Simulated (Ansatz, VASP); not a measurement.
**TaPSe4: VASP beside Ansatz**

```
Ta P Se
1.0
     0.00000    3.88099    3.88099
     3.88099    0.00000    3.88099
     3.88099    3.88099    0.00000
Ta P Se
1 1 4
Direct
  0.00000 0.00000 0.00000
  0.25000 0.25000 0.25000
  0.62580 0.62580 0.12259
  0.62580 0.12259 0.62580
  0.12259 0.62580 0.62580
  0.62580 0.62580 0.62580
```

Change from the starting cell: species swapped into the YErAl4 type (F-43m, No. 216).

Alike in both runs: functional PBE; k mesh 8 × 8 × 8; occupations gaussian, width 0.1 eV; no spin polarisation.

Ansatz relaxed the structure, and its values are those at the end. VASP's run is a single point on that final structure, the one shown.

|  | VASP | Ansatz |
| --- | --- | --- |
| version | VASP 6.6.1 | Ansatz 0.2.0 |
| potentials or method | VASP PAW PBE potentials, release 64 (Ta_pv, P, Se) | scalar-relativistic, plane waves, PAW |
| plane-wave cutoff (eV) | 520 | 420 |
| valence electrons in the cell | 40 | 82 |

Ansatz gave:

```
gap on the k mesh at the Fermi level (eV) : none
pressure (GPa)                            : 0.0
```

Task: What did VASP give for the same quantities?

Result: gap on the k mesh at the Fermi level (eV): none; pressure (GPa): 0.1.

A gap of «none» marks a metal or a gap that the smearing closes. The two sets of potentials don't hold the same shells in valence.

Spin-orbit coupling is left out, which matters for the levels of Ta.
